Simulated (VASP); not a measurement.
Input:

```xyz
2
Lattice="0.0000 2.2346 2.2346 2.2346 0.0000 2.2346 2.2346 2.2346 0.0000" Properties=species:S:1:pos:R:3 pbc="T T T"
Al     0.0000     0.0000     0.0000
N      1.1173     1.1173     1.1173
```

These are revTPSS meta-GGA, VASP's PBE PAW potentials (set 64) (plane waves; VASP) values and carry that method's errors. Numerical set-up: 520 eV cut-off, 10×10×10 Γ-centred mesh, Gaussian smearing of 0.050 eV, potentials Al N.

**Question.** Estimate the energy per atom (σ→0), pressure, band gap (on the k-mesh) with the smallest direct gap where there is one.

**Answer.** 
| Quantity | Result |
|---|---|
| band gap (on the k-mesh) | 3.19 eV |
| smallest direct gap (on the k-mesh) | 3.58 eV |
| energy per atom (σ→0) | -8.917 eV/atom |
| pressure | -10.46 GPa |

The absolute energy has meaning only against runs of the same code, potentials and settings.

The compound is AlN in the zinc blende structure, a metastable form; wurtzite is the usual one. This cell is one point of a volume scan, at 1.06 of the reference volume.
